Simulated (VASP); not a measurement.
The cell holds one SrTe (rock salt) (100) slab, with vacuum along c, ions free to move until forces fall under 0.03 eV/Å, no reconstruction beyond this cell, dipole correction on. Ionisation potential and electron affinity count from the cell's own band edges, surface states included.

```
CELL_PARAMETERS angstrom
      4.67788     0.00000     0.00000
      0.00000     4.67788     0.00000
      0.00000     0.00000    28.13088
ATOMIC_POSITIONS crystal
  Sr 0.00000 0.50000 0.32698
  Sr 0.50000 0.00000 0.43991
  Sr 0.00000 0.50000 0.56009
  Sr 0.50000 0.00000 0.67302
  Te 0.00000 0.50000 0.44214
  Te 0.50000 0.00000 0.32134
  Te 0.00000 0.50000 0.67866
  Te 0.50000 0.00000 0.55786
```

Calculation: PBEsol GGA, VASP's PBE PAW potentials (set 64) (plane waves; VASP 6.6.1). Numerical set-up: 400 eV cut-off, 4×4×1 Γ-centred mesh, Gaussian smearing of 0.050 eV, potentials Sr_sv Te.

Slab and bulk use different k-meshes, so the surface energy is good to a few per cent at best. Unless said otherwise, spin-orbit coupling is left out, though it shifts the bands of the heavy elements here.

The surface energy comes out as 0.34 J/m^2 and the ionisation potential is 4.53 eV. The electron affinity comes out as 2.83 eV. The band gap (on the k-mesh) comes out as 1.70 eV.

The cell is a thin slab with vacuum, built from SrTe (rock salt): (100) face.
